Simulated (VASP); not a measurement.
# MnTeS: structure and properties in VASP, part 6 of 9

Wanted: the relaxed cell of MnTeS and its properties. The cell is invented: it takes the structure of a Materials Project entry for TiTeS (space group 156 there), with some of its atoms replaced by other elements, volume scaled by an estimate. It may not be a known or stable phase.

VASP 6.6.1, plane waves and PAW; the level of theory is named at each step.

Still holding for the runs below: The cell holds one magnetic atom, so no antiferromagnetic order fits into it. The k-mesh is coarse for a metal.

So far, moment of the cell, from the last line of the log (μB): step 2 (rough relaxation of the start cell) 4.12; step 3 (full relaxation (PBEsol + U)) 3.57; step 4 (second relaxation) 3.52; step 6 (bands along the symmetry lines (PBEsol + U)) 3.52.

### 7. Total and projected DOS (PBEsol + U)

Level of this step: PBEsol, DFT+U (Mn d 5.3 eV), spin-polarised from a ferromagnetic start; plane waves and PAW (Te, Mn_pv, S); invented cell (VASP).

A density of states needs more k-points than a total energy; ISMEAR = -5 takes tetrahedra, and LORBIT projects the states on the PAW spheres. The mesh is finer than in the run before.

INCAR reads:

```
SYSTEM = MnTeS
PREC = Accurate
ENCUT = 400
EDIFF = 1E-06
NELM = 100
ISMEAR = -5
SIGMA = 0.05
LREAL = .FALSE.
ALGO = Normal
GGA = PS
NBANDS = 27
ISPIN = 2
MAGMOM = -0.415 4.291 -0.202
LDAU = .TRUE.
LDAUTYPE = 2
LDAUL = -1 2 -1
LDAUU = 0 5.3 0
LDAUJ = 0 0 0
LDAUPRINT = 1
LASPH = .TRUE.
LMAXMIX = 4
LORBIT = 11
LWAVE = .FALSE.
LCHARG = .FALSE.
NEDOS = 2001
```

POSCAR reads:

```
MnTeS
1.0
    3.7305807492      0.0000000167      0.0000000000
   -1.8652898446      3.2307772556      0.0000000000
    0.0000000000      0.0000000000      5.4074965999
Te Mn S
1 1 1
Direct
    0.0000000000      0.0000000000      0.7020784953
    0.3333333300      0.6666666700      0.0408115017
    0.6666666700      0.3333333300      0.2571090030
```

KPOINTS reads:

```
Automatic mesh
0
Gamma
9 9 5
0 0 0
```

PAW data sets: Te, Mn_pv and S (PBE family, release 64).

Launch:

```
> mpirun -np 1 vasp_std
```

The log of the run:

```text
[... set-up lines as in an earlier step ...]
 entering main loop
       N       E                     dE             d eps       ncg     rms          rms(c)
DAV:   1     0.164109267856E+03    0.16411E+03   -0.10820E+04  5712   0.726E+02
DAV:   2    -0.596499885274E+01   -0.17007E+03   -0.16156E+03  5804   0.219E+02
DAV:   3    -0.159015890389E+02   -0.99366E+01   -0.98252E+01  6640   0.580E+01
DAV:   4    -0.160444390563E+02   -0.14285E+00   -0.14298E+00  6312   0.721E+00
DAV:   5    -0.160471419053E+02   -0.27028E-02   -0.27048E-02  6510   0.103E+00    0.152E+01
DAV:   6    -0.174722550277E+02   -0.14251E+01   -0.49049E+01  6015   0.459E+01    0.232E+01
DAV:   7    -0.154337220963E+02    0.20385E+01   -0.14953E+01  6316   0.260E+01    0.803E+00
DAV:   8    -0.157840744975E+02   -0.35035E+00   -0.14199E+00  7048   0.603E+00    0.517E+00
DAV:   9    -0.156700220714E+02    0.11405E+00   -0.84389E-01  7055   0.559E+00    0.333E+00
DAV:  10    -0.157988228858E+02   -0.12880E+00   -0.11704E-01  6236   0.277E+00    0.165E+00
DAV:  11    -0.158252519256E+02   -0.26429E-01   -0.54422E-02  6734   0.152E+00    0.494E-01
DAV:  12    -0.158259694699E+02   -0.71754E-03   -0.63419E-03  6136   0.438E-01    0.179E-01
DAV:  13    -0.158261760780E+02   -0.20661E-03   -0.52879E-04  6064   0.178E-01    0.988E-02
DAV:  14    -0.158262034940E+02   -0.27416E-04   -0.78084E-05  6501   0.499E-02    0.449E-02
DAV:  15    -0.158262035084E+02   -0.14346E-07   -0.57132E-06  6443   0.150E-02
   1 F= -.15826204E+02 E0= -.15826204E+02  d E =0.000000E+00  mag=     3.4582
 -----------------------------------------------------------------------------
|                                                                             |
|           W    W    AA    RRRRR   N    N  II  N    N   GGGG   !!!           |
|           W    W   A  A   R    R  NN   N  II  NN   N  G    G  !!!           |
|           W    W  A    A  R    R  N N  N  II  N N  N  G       !!!           |
|           W WW W  AAAAAA  RRRRR   N  N N  II  N  N N  G  GGG   !            |
|           WW  WW  A    A  R   R   N   NN  II  N   NN  G    G                |
|           W    W  A    A  R    R  N    N  II  N    N   GGGG   !!!           |
|                                                                             |
|     Tetrahedron method does not include variations of the Fermi             |
|     occupations, so forces and stress will be inaccurate. We suggest        |
|     using a different smearing scheme ISMEAR = 1 or 2 for metals in         |
|     relaxations.                                                            |
|                                                                             |
 -----------------------------------------------------------------------------
```

Run time: 41 s. Hardware: 1 MPI rank of Intel Xeon 6975P-C (Granite Rapids), shared host; peak memory 0.24 GiB.

OUTCAR, selected parts (step 7):

```text
   k-points           NKPTS =     50   k-points in BZ     NKDIM =     50   number of bands    NBANDS=     27

   NELECT =      25.0000    total number of electrons

atom =   2  type =  2  l = 2

 onsite density matrix

spin component  1

  0.9198 -0.0000 -0.0000  0.0204  0.0000
 -0.0000  0.8983 -0.0000  0.0000  0.0204
 -0.0000 -0.0000  0.9297 -0.0000 -0.0000
  0.0204  0.0000 -0.0000  0.8983  0.0000
  0.0000  0.0204 -0.0000  0.0000  0.9198

spin component  2

  0.0640  0.0000 -0.0000 -0.0521  0.0000
  0.0000  0.0959  0.0000  0.0000 -0.0521
 -0.0000  0.0000  0.0279  0.0000 -0.0000
 -0.0521  0.0000  0.0000  0.0959 -0.0000
  0.0000 -0.0521 -0.0000 -0.0000  0.0640

 occupancies and eigenvectors

  o =  0.0254  v =  0.0000  0.0000  0.0000  0.0000  0.0000 -0.3482  0.5360  0.0000 -0.2576  0.7246      0.0000  0.0000  0.0000  0.0000  0.0000  0.0000  0.0000  0.0000  0.0000  0.0000
  o =  0.0254  v =  0.0000  0.0000  0.0000  0.0000  0.0000 -0.7246 -0.2576 -0.0000 -0.5360 -0.3482      0.0000  0.0000  0.0000  0.0000  0.0000  0.0000  0.0000  0.0000  0.0000  0.0000
  o =  0.0279  v =  0.0000  0.0000  0.0000  0.0000  0.0000  0.0000  0.0000 -1.0000  0.0000  0.0000      0.0000  0.0000  0.0000  0.0000  0.0000  0.0000  0.0000  0.0000  0.0000  0.0000
  o =  0.1344  v =  0.0000  0.0000  0.0000  0.0000  0.0000  0.2576  0.7246  0.0000 -0.3482 -0.5360      0.0000  0.0000  0.0000  0.0000  0.0000  0.0000  0.0000  0.0000  0.0000  0.0000
  o =  0.1344  v =  0.0000  0.0000  0.0000  0.0000  0.0000 -0.5360  0.3482  0.0000  0.7246 -0.2576      0.0000  0.0000  0.0000  0.0000  0.0000  0.0000  0.0000  0.0000  0.0000  0.0000
  o =  0.8860  v = -0.2239 -0.7716  0.0000  0.3708  0.4659  0.0000  0.0000  0.0000  0.0000  0.0000      0.0000  0.0000  0.0000  0.0000  0.0000  0.0000  0.0000  0.0000  0.0000  0.0000
  o =  0.8860  v = -0.4659  0.3708 -0.0000  0.7716 -0.2239  0.0000  0.0000  0.0000  0.0000  0.0000      0.0000  0.0000  0.0000  0.0000  0.0000  0.0000  0.0000  0.0000  0.0000  0.0000
  o =  0.9297  v = -0.0001 -0.0000 -1.0000 -0.0000 -0.0000  0.0000  0.0000  0.0000  0.0000  0.0000      0.0000  0.0000  0.0000  0.0000  0.0000  0.0000  0.0000  0.0000  0.0000  0.0000
  o =  0.9321  v =  0.3708 -0.4659  0.0000  0.2239 -0.7716  0.0000  0.0000  0.0000  0.0000  0.0000      0.0000  0.0000  0.0000  0.0000  0.0000  0.0000  0.0000  0.0000  0.0000  0.0000
  o =  0.9321  v =  0.7716  0.2239 -0.0001  0.4659  0.3708  0.0000  0.0000  0.0000  0.0000  0.0000      0.0000  0.0000  0.0000  0.0000  0.0000  0.0000  0.0000  0.0000  0.0000  0.0000

 E-fermi :   6.1565

 spin component 1
 k-point     1 :       0.0000    0.0000    0.0000
  band No.  band energies     occupation
    ...
      9       1.3589      1.00000
     10       1.3589      1.00000
     11       2.2247      1.00000
     12       6.0716      1.00000
     13       6.0716      1.00000
     14       7.5768      0.00000
     15       7.5768      0.00000
     16       7.7458      0.00000
     17      10.1136      0.00000
     18      12.1598      0.00000
    ...

 k-point     2 :       0.1111    0.0000    0.0000
  band No.  band energies     occupation
    ...
      9       1.3423      1.00000
     10       1.3637      1.00000
     11       2.2506      1.00000
     12       5.2419      1.00000
     13       5.7620      1.00000
     14       6.7654     -0.02003
     15       7.6525      0.00000
     16       7.8655      0.00000
     17      10.7118      0.00000
     18      12.7492      0.00000
    ...

  Total       -0.0160583     -0.0160583      0.1492557     -0.0000000     -0.0000000     -0.0000000
  in kB       -0.3947576     -0.3947575      3.6691188     -0.0000001     -0.0000000     -0.0000000
  external PRESSURE =       0.9598679 kB  Pullay stress =       0.0000000 kB

 POSITION                                       TOTAL-FORCE (eV/Angst)
 -----------------------------------------------------------------------------------
      0.00000      0.00000      3.79649         0.000000     -0.000000      0.068950
      0.00000      2.15385      0.22069        -0.000000      0.000000     -0.023470
      1.86529      1.07693      1.39032        -0.000000     -0.000000     -0.045480
 -----------------------------------------------------------------------------------
    total drift:                                0.000004     -0.000004     -0.000632

  FREE ENERGIE OF THE ION-ELECTRON SYSTEM (eV)
  ---------------------------------------------------
  free  energy   TOTEN  =       -15.8262035084 eV

  energy  without entropy=      -15.8262035084  energy(sigma->0) =      -15.82620351

 magnetization (x)
# of ion       s       p       d       tot
------------------------------------------
    1       -0.006  -0.428  -0.001  -0.435
    2        0.040   0.035   4.210   4.285
    3       -0.003  -0.215   0.000  -0.218
--------------------------------------------------
tot          0.030  -0.608   4.209   3.632

[... 6 parts as in an earlier step ...]

[... 15 further parts left out ...]
```

With tetrahedra the forces and stress of a metal are not exact derivatives of the energy.

Numbers from this step:

* SCF cycles: 15
* irreducible k-points: 50
* Fermi energy: 6.157 eV
* pressure: 0.09599 GPa
* moment of the cell, from the last line of the log: 3.458 μB
* DOS at the Fermi level: 1.489 states/eV/cell

The density of states has structure finer than the step of the table below, so its rows give means over 0.5 eV, whole bins alone (the curve runs from -12.0 to 7.75 eV). Peaks (eV: height): total up -5.62: 4.11, -5.29: 7.72, -5.14: 9.43, -4.85: 10.4; total down 3.49: 3.69, 3.78: 5.83, 4.04: 5.63, 4.37: 5.20; Mn d up -5.62: 2.38, -5.29: 5.49, -5.14: 7.21, -4.85: 8.88; Mn d down 3.49: 2.60, 3.78: 4.49, 4.04: 4.22, 4.37: 3.74; S p down -4.78: 0.340, -2.43: 0.611, -0.92: 0.268, -0.52: 0.322.

States under -12.0 eV and over 7.8 eV are left out. Table of density of states by energy, zero at the Fermi level; means over each step; 7 of 10 lines; values in states/eV/cell:

```csv
energy (eV),total up,total down,Mn d up,Mn d down,S p down,Te p up,Te p down
-11.5,0.0920,0.261,4.3e-4,6.8e-4,0.00158,4.5e-4,0.00139
-11.0,0.387,0.910,0.00501,0.00562,0.00339,0.00212,0.00391
-10.5,1.35,0.763,0.0359,0.00582,0.00263,0.00536,0.00195
-10.0,0.180,0,0.00523,0,0,4.9e-4,0
-9.5,0,0,0,0,0,0,0
-9.0,0,0,0,0,0,0,0
-8.5,0,0,0,0,0,0,0
-8.0,0,0,0,0,0,0,0
-7.5,0,0,0,0,0,0,0
-7.0,0,0,0,0,0,0,0
-6.5,0,0,0,0,0,0,0
-6.0,0.701,0,0.343,0,0,0.0360,0
-5.5,3.54,0.0222,2.28,2.7e-4,0.00338,0.130,0.00414
-5.0,4.58,0.879,3.73,0.0126,0.149,0.0708,0.153
-4.5,1.55,1.34,1.26,0.0261,0.264,0.0252,0.210
-4.0,1.19,0.825,0.464,0.0226,0.178,0.0954,0.129
-3.5,1.13,0.813,0.341,0.0244,0.206,0.133,0.111
-3.0,0.924,0.976,0.195,0.0333,0.283,0.124,0.116
-2.5,1.02,1.56,0.153,0.0862,0.501,0.148,0.173
-2.0,0.913,1.18,0.117,0.0897,0.351,0.135,0.167
-1.5,1.18,0.806,0.140,0.0551,0.125,0.165,0.220
-1.0,0.883,1.37,0.0999,0.125,0.200,0.127,0.413
-0.5,0.779,1.42,0.0963,0.151,0.216,0.134,0.446
0.0,0.965,0.589,0.104,0.0509,0.0786,0.259,0.215
0.5,0.888,0.213,0.0937,0.0144,0.0312,0.263,0.0831
1.0,1.36,0.00797,0.142,4.0e-4,0.00187,0.450,0.00273
1.5,0.699,0,0.0655,0,0,0.266,0
2.0,0.00150,0.0429,1.3e-4,0.0188,9.7e-4,7.1e-4,6.3e-4
2.5,0,0.722,0,0.381,0.0139,0,0.0132
3.0,0,1.42,0,0.897,0.0161,0,0.0332
3.5,0.00250,2.77,2.3e-5,1.98,0.0265,1.2e-4,0.0779
4.0,0.0924,3.21,0.00145,2.42,0.0945,0.00442,0.0759
4.5,0.685,1.86,0.0170,1.33,0.0985,0.0319,0.0807
5.0,0.883,0.271,0.0211,0.0633,0.0112,0.0372,0.0102
5.5,0.826,0.931,0.0231,0.140,0.0467,0.0381,0.0403
6.0,0.654,1.02,0.0186,0.119,0.0542,0.0376,0.0440
6.5,0.766,0.655,0.0205,0.100,0.0288,0.0426,0.0320
7.0,1.34,0.961,0.0375,0.118,0.0460,0.0514,0.0438
7.5,1.09,1.41,0.0333,0.161,0.0703,0.0437,0.0500
```

Force by atom:

```csv
atom,x (eV/Å),y (eV/Å),z (eV/Å),size
Te1,0.0000,0.0000,0.0689,0.0689
Mn2,0.0000,0.0000,-0.0235,0.0235
S3,0.0000,0.0000,-0.0455,0.0455
```

The finer mesh and the other smearing move the Fermi level by -0.02 eV from the 6×6×4 run, a small shift, which tests the Fermi level alone. Of the states within 0.3 eV of the Fermi level, the largest shares in the PAW spheres are Te p 30 %, Mn d 10 % and S p 5 %. The rest lies in smaller channels or between the spheres.

### 8. Volume scan with PBEsol + U, volume scale 0.94

An equation of state needs energies on both sides of the minimum, all on one mesh and cutoff.

Changes to INCAR since step 7:

```diff
@@ -5,3 +5,3 @@
 NELM = 100
-ISMEAR = -5
+ISMEAR = 0
 SIGMA = 0.05
@@ -10,3 +10,3 @@
 GGA = PS
-NBANDS = 27
+NBANDS = 20
 ISPIN = 2
@@ -24,2 +24,2 @@
 LCHARG = .FALSE.
-NEDOS = 2001
+ISIF = 2
```

POSCAR reads:

```
MnTeS
1.0
    3.6544250794      0.0000000164      0.0000000000
   -1.8272120205      3.1648245199      0.0000000000
    0.0000000000      0.0000000000      5.2971085522
Te Mn S
1 1 1
Direct
    0.0000000000      0.0000000000      0.7020784953
    0.3333333300      0.6666666700      0.0408115017
    0.6666666700      0.3333333300      0.2571090030
```

KPOINTS reads:

```
Automatic mesh
0
Gamma
6 6 4
0 0 0
```

Launch:

```
> mpirun -np 1 vasp_std
```

The log of the run:

```text
[... set-up lines as in an earlier step ...]
 entering main loop
       N       E                     dE             d eps       ncg     rms          rms(c)
DAV:   1     0.157042547913E+03    0.15704E+03   -0.11546E+04  2032   0.998E+02
DAV:   2    -0.616417294592E+01   -0.16321E+03   -0.15719E+03  2020   0.272E+02
DAV:   3    -0.158342605501E+02   -0.96701E+01   -0.95525E+01  2244   0.704E+01
DAV:   4    -0.160043528849E+02   -0.17009E+00   -0.16953E+00  2228   0.982E+00
DAV:   5    -0.160075910089E+02   -0.32381E-02   -0.32379E-02  2232   0.147E+00    0.160E+01
DAV:   6    -0.170594308834E+02   -0.10518E+01   -0.50110E+01  2060   0.607E+01    0.225E+01
DAV:   7    -0.154930896411E+02    0.15663E+01   -0.13034E+01  2112   0.339E+01    0.815E+00
DAV:   8    -0.157388243167E+02   -0.24573E+00   -0.13643E+00  2516   0.799E+00    0.517E+00
DAV:   9    -0.156719098446E+02    0.66914E-01   -0.59324E-01  2504   0.608E+00    0.283E+00
DAV:  10    -0.157570869616E+02   -0.85177E-01   -0.10737E-01  2376   0.327E+00    0.138E+00
DAV:  11    -0.157686366317E+02   -0.11550E-01   -0.40277E-02  2416   0.143E+00    0.508E-01
DAV:  12    -0.157691261209E+02   -0.48949E-03   -0.44866E-03  2248   0.490E-01    0.182E-01
DAV:  13    -0.157691793896E+02   -0.53269E-04   -0.51536E-04  2088   0.203E-01    0.912E-02
DAV:  14    -0.157691921851E+02   -0.12796E-04   -0.51247E-05  2220   0.599E-02    0.311E-02
DAV:  15    -0.157691905056E+02    0.16795E-05   -0.75645E-06  2188   0.263E-02    0.150E-02
DAV:  16    -0.157691914127E+02   -0.90712E-06   -0.41511E-06  1632   0.164E-02
   1 F= -.15769191E+02 E0= -.15768588E+02  d E =-.120616E-02  mag=     3.4985
```

It took 18 s on 1 MPI rank; peak memory 0.19 GiB.

Parts of OUTCAR (step 8):

```text
   ENCUT  =  400.0 eV  29.40 Ry    5.42 a.u.   5.96  5.96  8.64*2*pi/ulx,y,z

   NELECT =      25.0000    total number of electrons

atom =   2  type =  2  l = 2

 onsite density matrix

spin component  1

  0.9162 -0.0000 -0.0000  0.0228  0.0000
 -0.0000  0.8930 -0.0000  0.0000  0.0228
 -0.0000 -0.0000  0.9267 -0.0000 -0.0000
  0.0228  0.0000 -0.0000  0.8930  0.0000
  0.0000  0.0228 -0.0000  0.0000  0.9162

spin component  2

  0.0748  0.0000 -0.0000 -0.0600  0.0000
  0.0000  0.1114  0.0000  0.0000 -0.0600
 -0.0000  0.0000  0.0326  0.0000 -0.0000
 -0.0600  0.0000  0.0000  0.1114 -0.0000
  0.0000 -0.0600 -0.0000 -0.0000  0.0748

 occupancies and eigenvectors

  o =  0.0303  v =  0.0000  0.0000  0.0000  0.0000  0.0000 -0.3481  0.5364  0.0000 -0.2577  0.7244      0.0000  0.0000  0.0000  0.0000  0.0000  0.0000  0.0000  0.0000  0.0000  0.0000
  o =  0.0303  v =  0.0000  0.0000  0.0000  0.0000  0.0000 -0.7244 -0.2577 -0.0000 -0.5364 -0.3481      0.0000  0.0000  0.0000  0.0000  0.0000  0.0000  0.0000  0.0000  0.0000  0.0000
  o =  0.0326  v =  0.0000  0.0000  0.0000  0.0000  0.0000  0.0000  0.0000 -1.0000  0.0000  0.0000      0.0000  0.0000  0.0000  0.0000  0.0000  0.0000  0.0000  0.0000  0.0000  0.0000
  o =  0.1559  v =  0.0000  0.0000  0.0000  0.0000  0.0000  0.2577  0.7244  0.0000 -0.3481 -0.5364      0.0000  0.0000  0.0000  0.0000  0.0000  0.0000  0.0000  0.0000  0.0000  0.0000
  o =  0.1559  v =  0.0000  0.0000  0.0000  0.0000  0.0000 -0.5364  0.3481  0.0000  0.7244 -0.2577      0.0000  0.0000  0.0000  0.0000  0.0000  0.0000  0.0000  0.0000  0.0000  0.0000
  o =  0.8790  v = -0.2263 -0.7685  0.0000  0.3693  0.4710  0.0000  0.0000  0.0000  0.0000  0.0000      0.0000  0.0000  0.0000  0.0000  0.0000  0.0000  0.0000  0.0000  0.0000  0.0000
  o =  0.8790  v = -0.4710  0.3693 -0.0000  0.7685 -0.2263  0.0000  0.0000  0.0000  0.0000  0.0000      0.0000  0.0000  0.0000  0.0000  0.0000  0.0000  0.0000  0.0000  0.0000  0.0000
  o =  0.9267  v = -0.0000 -0.0000 -1.0000 -0.0000 -0.0000  0.0000  0.0000  0.0000  0.0000  0.0000      0.0000  0.0000  0.0000  0.0000  0.0000  0.0000  0.0000  0.0000  0.0000  0.0000
  o =  0.9302  v =  0.3693 -0.4710  0.0000  0.2263 -0.7685  0.0000  0.0000  0.0000  0.0000  0.0000      0.0000  0.0000  0.0000  0.0000  0.0000  0.0000  0.0000  0.0000  0.0000  0.0000
  o =  0.9302  v =  0.7685  0.2263 -0.0001  0.4710  0.3693  0.0000  0.0000  0.0000  0.0000  0.0000      0.0000  0.0000  0.0000  0.0000  0.0000  0.0000  0.0000  0.0000  0.0000  0.0000

 E-fermi :   6.9792

 spin component 1
 k-point     1 :       0.0000    0.0000    0.0000
  band No.  band energies     occupation
    ...
      9       2.1218      1.00000
     10       2.1218      1.00000
     11       2.9489      1.00000
     12       6.8810      0.99727
     13       6.8810      0.99727
     14       8.4671      0.00000
     15       8.4671      0.00000
     16       8.6585      0.00000
     17      10.9714      0.00000
     18      13.3991      0.00000
    ...

 k-point     2 :       0.1667    0.0000    0.0000
  band No.  band energies     occupation
    ...
     10       2.1314      1.00000
     11       2.9831      1.00000
     12       5.2245      1.00000
     13       6.2084      1.00000
     14       6.9669      0.63679
     15       8.6120      0.00000
     16       8.6661      0.00000
     17      12.0486      0.00000
     18      13.4665      0.00000
     19      14.7365      0.00000
    ...

  Total        1.6426648      1.6426643      1.6870714      0.0000003      0.0000000      0.0000000
  in kB       42.9587819     42.9587703     44.1200994      0.0000072      0.0000000      0.0000000
  external PRESSURE =      43.3458839 kB  Pullay stress =       0.0000000 kB

 POSITION                                       TOTAL-FORCE (eV/Angst)
 -----------------------------------------------------------------------------------
      0.00000      0.00000      3.71899         0.000000     -0.000000     -0.124686
      0.00000      2.10988      0.21618        -0.000000      0.000000     -0.147703
      1.82721      1.05494      1.36193         0.000000     -0.000000      0.272389
 -----------------------------------------------------------------------------------
    total drift:                                0.000003     -0.000004     -0.000516

  FREE ENERGIE OF THE ION-ELECTRON SYSTEM (eV)
  ---------------------------------------------------
  free  energy   TOTEN  =       -15.7691914127 eV

  energy  without entropy=      -15.7679852483  energy(sigma->0) =      -15.76858833

 magnetization (x)
# of ion       s       p       d       tot
------------------------------------------
    1       -0.006  -0.390  -0.000  -0.396
    2        0.039   0.037   4.132   4.208
    3       -0.002  -0.187   0.000  -0.189
--------------------------------------------------
tot          0.031  -0.540   4.131   3.623

[... 3 parts as in an earlier step ...]

[... 18 further parts left out ...]
```

The scan keeps the cell's shape and the fractional positions fixed.

This step gave:

| Quantity | Value |
| --- | --- |
| SCF cycles | 16 |
| bands | 20 |
| irreducible k-points | 24 |
| free energy (TOTEN) | -15.77 eV |
| energy at zero smearing | -15.77 eV |
| Fermi energy | 6.979 eV |
| pressure | 4.335 GPa |
| moment of the cell, from the last line of the log | 3.498 μB |

Spin moment in the PAW sphere by atom:

```csv
atom,spin moment in the PAW sphere (μB)
Te1,-0.40
Mn2,4.21
S3,-0.19
```

Force by atom:

```csv
atom,x (eV/Å),y (eV/Å),z (eV/Å),size
Te1,0.000,0.000,-0.125,0.125
Mn2,0.000,0.000,-0.148,0.148
S3,0.000,0.000,0.272,0.272
```

The pressure here is 4.33 GPa.

[end of part 6 of 9]

[Lines on the potential files, build, host, timing and source positions are cut from VASP's logs without a mark.]

[Logs are printed without paths, hosts, clocks, repeated set-up lines and the standing remarks that a program may print on its own settings, such as how far it seeks lower states.]

[Hosts, paths, dates, database ids (printed as entryN), source tags and the programs' standing remarks are cut or masked in the printed files.]

[A measured line is paired with the nearest computed mode of its activity, which favours agreement.]
